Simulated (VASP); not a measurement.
OSZICAR of a VASP run on TiAl (L1_0):

**OSZICAR**
```
       N       E                     dE             d eps       ncg     rms          rms(c)
DAV:   1     0.916236554447E+02    0.91624E+02   -0.73981E+03  4752   0.139E+03
DAV:   2    -0.897998368903E+01   -0.10060E+03   -0.97615E+02  4818   0.341E+02
DAV:   3    -0.145192503848E+02   -0.55393E+01   -0.53020E+01  7219   0.787E+01
DAV:   4    -0.147152166858E+02   -0.19597E+00   -0.19361E+00  5970   0.126E+01
DAV:   5    -0.147228872451E+02   -0.76706E-02   -0.76660E-02  6818   0.219E+00    0.115E+01
DAV:   6    -0.134964651067E+02    0.12264E+01   -0.94341E+00  5750   0.363E+01    0.362E+00
DAV:   7    -0.133921456620E+02    0.10432E+00   -0.72560E-01  5360   0.100E+01    0.254E+00
DAV:   8    -0.133823555642E+02    0.97901E-02   -0.11339E-01  5279   0.361E+00    0.458E-01
DAV:   9    -0.133825467587E+02   -0.19119E-03   -0.19273E-02  6299   0.186E+00    0.263E-01
DAV:  10    -0.133828650247E+02   -0.31827E-03   -0.13601E-03  5827   0.418E-01    0.608E-02
DAV:  11    -0.133828534730E+02    0.11552E-04   -0.27090E-04  5674   0.201E-01    0.427E-02
DAV:  12    -0.133828552869E+02   -0.18139E-05   -0.27065E-05  5317   0.639E-02    0.119E-02
DAV:  13    -0.133828545359E+02    0.75103E-06   -0.12202E-06  3716   0.156E-02
   1 F= -.83143529E+01 E0= -.83146269E+01  d E =-.831435E+01
       N       E                     dE             d eps       ncg     rms          rms(c)
DAV:   1    -0.157711178358E+02   -0.23883E+01   -0.67159E+01  5175   0.127E+02    0.159E+01
DAV:   2    -0.128280999079E+02    0.29430E+01   -0.14876E+01  5269   0.576E+01    0.360E+00
DAV:   3    -0.126127712686E+02    0.21533E+00   -0.14217E+00  6155   0.111E+01    0.118E+00
DAV:   4    -0.126399309993E+02   -0.27160E-01   -0.38840E-01  5722   0.504E+00    0.901E-01
DAV:   5    -0.126761904859E+02   -0.36259E-01   -0.46399E-02  6142   0.199E+00    0.420E-01
DAV:   6    -0.126997796771E+02   -0.23589E-01   -0.46069E-02  7187   0.121E+00    0.215E-01
DAV:   7    -0.127030998789E+02   -0.33202E-02   -0.58173E-03  5342   0.689E-01    0.651E-02
DAV:   8    -0.127031625328E+02   -0.62654E-04   -0.14838E-03  6449   0.235E-01    0.581E-02
DAV:   9    -0.127033031346E+02   -0.14060E-03   -0.46075E-04  5248   0.215E-01    0.336E-02
DAV:  10    -0.127033073191E+02   -0.41845E-05   -0.73012E-05  5383   0.769E-02    0.269E-03
DAV:  11    -0.127033080740E+02   -0.75492E-06   -0.30569E-06  4681   0.149E-02
   2 F= -.82347167E+01 E0= -.82346021E+01  d E =0.796361E-01
       N       E                     dE             d eps       ncg     rms          rms(c)
DAV:   1    -0.146187084828E+02   -0.19154E+01   -0.28998E+01  5457   0.897E+01    0.118E+01
DAV:   2    -0.133153254449E+02    0.13034E+01   -0.11545E+01  5617   0.447E+01    0.244E+00
DAV:   3    -0.131315719126E+02    0.18375E+00   -0.11901E+00  5817   0.114E+01    0.521E-01
DAV:   4    -0.131574075597E+02   -0.25836E-01   -0.13836E-01  5601   0.262E+00    0.618E-01
DAV:   5    -0.131845817534E+02   -0.27174E-01   -0.37162E-02  6709   0.132E+00    0.464E-01
DAV:   6    -0.131955742328E+02   -0.10992E-01   -0.30468E-02  6830   0.128E+00    0.101E-01
DAV:   7    -0.131960065809E+02   -0.43235E-03   -0.17661E-03  5541   0.386E-01    0.420E-02
DAV:   8    -0.131960956755E+02   -0.89095E-04   -0.31065E-04  6713   0.146E-01    0.953E-03
DAV:   9    -0.131960966891E+02   -0.10136E-05   -0.19902E-05  5326   0.351E-02    0.721E-03
DAV:  10    -0.131960970598E+02   -0.37067E-06   -0.37664E-06  4925   0.222E-02
   3 F= -.83546096E+01 E0= -.83547627E+01  d E =-.402567E-01
       N       E                     dE             d eps       ncg     rms          rms(c)
DAV:   1    -0.131912694291E+02    0.48273E-02   -0.48940E-03  5218   0.113E+00    0.145E-01
DAV:   2    -0.131910519888E+02    0.21744E-03   -0.16520E-03  5350   0.549E-01    0.330E-02
DAV:   3    -0.131910221566E+02    0.29832E-04   -0.17314E-04  5531   0.139E-01    0.986E-03
DAV:   4    -0.131910246543E+02   -0.24978E-05   -0.30339E-05  5438   0.437E-02    0.781E-03
DAV:   5    -0.131910280636E+02   -0.34092E-05   -0.44246E-06  5421   0.155E-02    0.447E-03
DAV:   6    -0.131910299220E+02   -0.18584E-05   -0.46043E-06  6029   0.111E-02    0.283E-03
DAV:   7    -0.131910301403E+02   -0.21835E-06   -0.37397E-07  2496   0.640E-03
   4 F= -.83546320E+01 E0= -.83547811E+01  d E =-.402791E-01
```

### Question
Which electronic solver shows in the log?

### Answer
It is blocked Davidson (ALGO = Normal, or the opening steps of other solvers). The INCAR had ALGO = Normal.

### Question
Can the final energy be trusted as converged?

### Answer
Self-consistency was reached. It stopped with EDIFF = 1E-6, NELM = 100, NSW = 40 and EDIFFG = -0.02 after 4 ionic steps (LDA (Ceperley-Alder, Perdew-Zunger), plane waves, VASP's LDA PAW potentials (set 64)). Energy and stress use the plane-wave basis of the starting cell.

The compound is TiAl in the L1_0 structure. This run relaxes it under an external pressure of 30 GPa. Symmetry was kept, so distortions that lower it aren't found. The electron count is odd and the run is not spin-polarised, which forces a metal.
